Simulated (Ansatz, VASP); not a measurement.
**Cross-check of ZrSe2 (1T-ZrSe2 4 layers, AA) between VASP and Ansatz**

Aim: how closely do two programs agree when they are given the same cell, functional and k mesh? The structure shown is the start of the Ansatz relaxation below; VASP solves that cell, so the two are compared at the walk's first step.

Main program and level: Ansatz 0.2.0; plane waves, with VASP 6.6.1 beside it; single point at PBE with D3(BJ).

## 1. The structure

The cell holds 12 atoms: 8 Se and 4 Zr. Cell: a = 3.800 Å, b = 3.800 Å, c = 77.353 Å, α = 90.0°, β = 90.0°, γ = 120.0°. Vacuum lies along c.

## 2. Ansatz: relaxation, PBE with D3(BJ)

Ansatz runs on its default PAW (the set named soft_2) files.

The two programs are compared at the cell with which this relaxation starts, whose forces are those of its first step.

The input, input.yaml:

```yaml
crystal:
  lattice:
    - [3.8, 0.0, 0.0]
    - [-1.9, 3.2908965344, 0.0]
    - [0.0, 0.0, 77.3533846619]
  atoms:
    - { symbol: Se, position: [0.6666666667, 0.3333333333, 0.3503401967] }
    - { symbol: Zr, position: [0.0, 0.0, 0.3727267166] }
    - { symbol: Se, position: [0.3333333333, 0.6666666667, 0.3951132364] }
    - { symbol: Se, position: [0.6666666667, 0.3333333333, 0.4351890523] }
    - { symbol: Zr, position: [0.0, 0.0, 0.4575755722] }
    - { symbol: Se, position: [0.3333333333, 0.6666666667, 0.479962092] }
    - { symbol: Se, position: [0.6666666667, 0.3333333333, 0.520037908] }
    - { symbol: Zr, position: [0.0, 0.0, 0.5424244278] }
    - { symbol: Se, position: [0.3333333333, 0.6666666667, 0.5648109477] }
    - { symbol: Se, position: [0.6666666667, 0.3333333333, 0.6048867636] }
    - { symbol: Zr, position: [0.0, 0.0, 0.6272732834] }
    - { symbol: Se, position: [0.3333333333, 0.6666666667, 0.6496598033] }
  periodic: [true, true, false]
kpoints:
  mp_grid: { grid: [12, 12, 1] }
hamiltonian:
  xc: pbe
  dispersion: d3bj
scf:
  occupations: { method: fermi_dirac, width: 0.05 }
  convergence: { dr2_threshold: 1.0e-09 }
relax:
  f_tol: 0.004
  max_steps: 90
  cell: {}
output:
  write_potential: true
  write_density: true
  volumetric_format: npy
```

Started as:

```
$ ansatz run input.yaml --threads 4 --pin off --max-ram 12288MiB --backend cpu --events-out ev --progress --plain --runs-dir out
```

Numbers of over 12 decimals in the logs are rounded to 6 here.

What it wrote:

```text
Warning: relax.cell: scf.convergence.dr2_threshold = 1e-9 eV is looser than the 1.09175578243e-10 eV advised for a relaxation that steers and ends on the stress (1e-10 eV for each atom of the cell: 12, times the square of relax.cell.stress_2d_tol = 0.05 N/m over 33.2 Å (the atoms' height at the walk's start and 5 Å past either face), 1.508e-2 GPa, over a crystal's default 0.05). What an SCF threshold leaves in a stress goes as its square root, and in the free energy as the threshold itself, and one threshold admits the most on a small cell: [figures from the program's tests cut] Set scf.convergence.dr2_threshold to 1.09175578243e-10 eV or tighter. [rest of the remark cut]
Engine: ansatz 0.2.0, x86_64-unknown-linux-gnu
Pseudopotentials: kind: paw
Pseudopotential: Se, paw, valence charge 16, recommended cutoff 420 eV (normal), Se.paw.azcp
Pseudopotential: Zr, paw, valence charge 12, recommended cutoff 420 eV (normal), Zr.paw.azcp
Functional definition: PBE
  parameter kappa = 0.804
  parameter beta = 0.066725
  exchange = pbe_x(kappa = kappa, mu = beta*pi^2/3)
  correlation = pbe_c(beta = beta)
Crystal: 12 atoms, lattice volume = 967.336 Å³
Basis set: ecut = 420 eV, 18943 PW (Γ), exchange–correlation on 54×54×1080 points (8 copies of the dense FFT grid, shifted against one another)
Bands: 106, of which v1, the nominal top of the filled ones, is band 88 counted from 1 (87 counted from 0)
Symmetry: 12 space group operations
Space group: P-3m1 (ITA 164), of the structure as read, at distance tolerance 9.9e-5 Å
k-points: 19 of 144
Non-local potential: Se, projectors of the file, l = 0: 2, l = 1: 2, l = 2: 3, l = 3: 1
Non-local potential: Zr, projectors of the file, l = 0: 3, l = 1: 2, l = 2: 2, l = 3: 2
PAW form: soft (Blöchl's): semilocal exchange-correlation on the pseudo side does not see the compensation charge
PAW one-centre angular grid: Se, 590 points (default); XC on 64 Gauss nodes
PAW one-centre angular grid: Zr, 590 points (default); XC on 64 Gauss nodes
Initial density: superposition of atomic densities (neutral atoms: chi_scale 0, normalization atom), corrected by the library's trained network
Initial wavefunctions: pseudopotential atomic-orbital guess
Functional: x = pbe(κ = 0.804, μ = 0.219515), c = pbe(β = 0.066725)
SCF iter   1: F=—  HF=-60507.432969 eV  |F-HF|=—  |Δ(HF+E_count)|=         —  Δρ=6.71e-4  dr2=1.29e-2  ethr=1.77e-3  ⟨swp⟩=9.1  Hψ=8580  notcnv=0  defer=47
preconditioner: auto → LDOS  [metal: Δε(μ)=0.044 eV  Ē_g=7.204 eV  σ=0.050 eV  W_gap=0.21  n_scr=164 (ndim 8)  ℏωp=9.6 eV  f_vac=0.658  D(μ)=0.99/eV (n_scr^D=10)  β→1.0]
SCF iter   2: F=—  HF=-60507.433973 eV  |F-HF|=—  |Δ(HF+E_count)|=   1.00e-3  Δρ=7.96e-4  dr2=6.33e-2  ethr=7.35e-6  ⟨swp⟩=4.0  Hψ=5272  notcnv=0  defer=102
SCF iter   3: F=—  HF=-60507.428267 eV  |F-HF|=—  |Δ(HF+E_count)|=   5.71e-3  Δρ=3.83e-4  dr2=8.38e-3  ethr=7.35e-6  ⟨swp⟩=2.8  Hψ=2888  notcnv=0  defer=102
SCF iter   4: F=—  HF=-60507.427316 eV  |F-HF|=—  |Δ(HF+E_count)|=   9.52e-4  Δρ=8.43e-5  dr2=4.87e-4  ethr=4.76e-6  ⟨swp⟩=2.7  Hψ=2717  notcnv=0  defer=102
SCF iter   5: F=—  HF=-60507.427246 eV  |F-HF|=—  |Δ(HF+E_count)|=   6.96e-5  Δρ=3.57e-5  dr2=4.07e-5  ethr=2.77e-7  ⟨swp⟩=3.0  Hψ=3115  notcnv=0  defer=102
SCF iter   6: F=—  HF=-60507.427205 eV  |F-HF|=—  |Δ(HF+E_count)|=   4.15e-5  Δρ=1.52e-5  dr2=1.37e-5  ethr=2.31e-8  ⟨swp⟩=3.0  Hψ=3169  notcnv=0  defer=102
SCF iter   7: F=—  HF=-60507.427501 eV  |F-HF|=—  |Δ(HF+E_count)|=   2.97e-4  Δρ=3.81e-6  dr2=1.89e-7  ethr=7.78e-9  ⟨swp⟩=2.7  Hψ=2658  notcnv=0  defer=94
SCF iter   8: F=—  HF=-60507.427501 eV  |F-HF|=—  |Δ(HF+E_count)|=   2.05e-7  Δρ=1.63e-6  dr2=3.41e-8  ethr=1.07e-10  ⟨swp⟩=3.2  Hψ=3340  notcnv=0  defer=94
SCF iter   9: F=—  HF=-60507.427502 eV  |F-HF|=—  |Δ(HF+E_count)|=   1.27e-7  Δρ=4.58e-7  dr2=4.94e-9  ethr=1.94e-11  ⟨swp⟩=3.0  Hψ=3068  notcnv=0  defer=94
SCF iter  10: F=—  HF=-60507.427502 eV  |F-HF|=—  |Δ(HF+E_count)|=   1.35e-8  Δρ=2.11e-7  dr2=2.22e-9  ethr=1.00e-12  ⟨swp⟩=10.7  Hψ=13316  notcnv=0
SCF iter  11: F=-60507.427502 eV  HF=-60507.427502 eV  |F-HF|=2.10e-9  |Δ(HF+E_count)|=   2.37e-9  Δρ=8.10e-8  dr2=7.68e-11  ethr=1.00e-12  ⟨swp⟩=8.6  Hψ=10375  notcnv=0
SCF 1 converged in 11 iterations: F = -60507.427502 eV  dr2 = 7.68e-11
  greatest PAW one-centre occupation: 1.000 electrons in one spin orbital (limit 2), on the Se atom at site 6 (counted from 0), in its partial waves of l = 2
[...]
SCF converged after 7 iterations
Free energy (F): -60508.506410 eV
Harris-Foulkes:  -60508.506410 eV  (|F-HF|=0.00e0)
Internal energy: -60508.503116 eV  (E = F + TS)
E sigma→0 (E₀):  -60508.504763 eV
Entropy (-TS):   -0.003293 eV (-0.274 meV/atom)
Fermi energy:    -5.394080 eV
--- Per-component energies (eV) ---
  E_band       = -6099.226803
  E_kinetic    = 2283.934888
  E_local      = -2652426.725562  (includes V_loc(G=0)·N_el)
  E_nonlocal   = -4455.909431
  E_hartree    = 1324308.671306
  E_xc         = -1486.041516
  E_vxc        = -1556.375018  (∫ρ·V_xc dr)
  E_paw        = -27101.254882  (= ΣΔE_a)
  E_vpaw       = 1438.509371  (= ΣTr[D̂ρ^β])
  E_aug_tail   = -0.004644  (compensation charges beyond the density's cutoff)
  E_ewald      = 1298373.269801
  E_disp       = -4.443074  (pairwise vdW)
  E_smearing   = -0.003293  (= −TS)
  E_closure    = -0.000000  (closes the sum)
  Σ components = -60508.506410   (vs F -60508.506410, Δ=0.00e0)
--- Forces (eV/Å), atoms counted from 1 ---
  atom   1  Se    -0.00000000     0.00000000    -0.00054106
  atom   2  Zr     0.00000000    -0.00000000    -0.00012779
  atom   3  Se     0.00000000    -0.00000000    -0.00011856
  atom   4  Se    -0.00000000     0.00000000    -0.00065742
  atom   5  Zr     0.00000000    -0.00000000     0.00028952
  atom   6  Se     0.00000000    -0.00000000     0.00029364
  atom   7  Se     0.00000000     0.00000000    -0.00029364
  atom   8  Zr    -0.00000000     0.00000000    -0.00028952
  atom   9  Se     0.00000000    -0.00000000     0.00065742
  atom  10  Se    -0.00000000     0.00000000     0.00011856
  atom  11  Zr    -0.00000000     0.00000000     0.00012779
  atom  12  Se     0.00000000    -0.00000000     0.00054106
  max |Σ_I F_I| component: 1.39e-17 eV/Å
--- 2D stress c σ (N/m, compression-positive) ---
        0.001279       0.000000       0.000000
        0.000000       0.001279       0.000000
        0.000000       0.000000       0.000000
  P = ½ c Tr σ = 0.0013 N/m
--- Band table (eV; the first three rows and the last of 19) ---
  k-point 0: bands = [... 84 lower, -5.5166, -5.5166, -5.4726, -5.4726, -4.4423, -4.4423, -4.4258, -4.4258, ... 14 higher]
  k-point 1: bands = [... 84 lower, -5.8701, -5.7759, -5.7250, -5.6426, -4.3812, -4.3640, -4.3504, -4.3457, ... 14 higher]
  k-point 2: bands = [... 84 lower, -6.1860, -6.1278, -6.0954, -5.7855, -4.5280, -4.5006, -4.4916, -4.4857, ... 14 higher]
  k-point 18: bands = [... 84 lower, -7.6011, -7.6011, -7.4957, -7.3198, -3.6248, -3.6018, -3.5795, -3.5731, ... 14 higher]
  the weakly bound empty levels are not read free of the cell's end (no_gap_told)
--- Relaxed structure (11 steps of the walk, 10 accepted, 1 SCFs on fresh bases) ---
  F+E_penalty+E_count = -60508.50640955 eV   max|allowed force component| = 6.574e-4 eV/Å   (the final SCF, on the basis selected at the relaxed cell)
  cell:  # Å, volume = 937.1354 Å³
    - [3.740212, 0, 0]
    - [-1.870106, 3.239118, 0]
    - [0, 0, 77.3533846619]
  atoms:
    - { symbol: Se, position: [0.666667, 0.333333, 0.362145] }
    - { symbol: Zr, position: [2.6394723320993905e-17, 0, 0.382841] }
    - { symbol: Se, position: [0.333333, 0.666667, 0.403481] }
    - { symbol: Se, position: [0.666667, 0.333333, 0.440346] }
    - { symbol: Zr, position: [8.902052034313806e-18, 0, 0.460987] }
    - { symbol: Se, position: [0.333333, 0.666667, 0.481624] }
    - { symbol: Se, position: [0.666667, 0.333333, 0.518376] }
    - { symbol: Zr, position: [-8.902052034313809e-18, 0, 0.539013] }
    - { symbol: Se, position: [0.333333, 0.666667, 0.559654] }
    - { symbol: Se, position: [0.666667, 0.333333, 0.596519] }
    - { symbol: Zr, position: [-2.6394723320993912e-17, 0, 0.617159] }
    - { symbol: Se, position: [0.333333, 0.666667, 0.637855] }
```

The column dr2 measures how far the density is from self-consistency, as an energy; F and HF (Harris–Foulkes) agree once it is small.

(Part 1 of 2 ends here.)

[Lines on the potential files, build, host, timing and source positions are cut from VASP's logs without a mark.]

[Logs are printed without paths, hosts, clocks, repeated set-up lines and the standing remarks that a program may print on its own settings, such as how far it seeks lower states.]

[Hosts, paths, dates, database ids (printed as entryN), source tags and the programs' standing remarks are cut or masked in the printed files.]
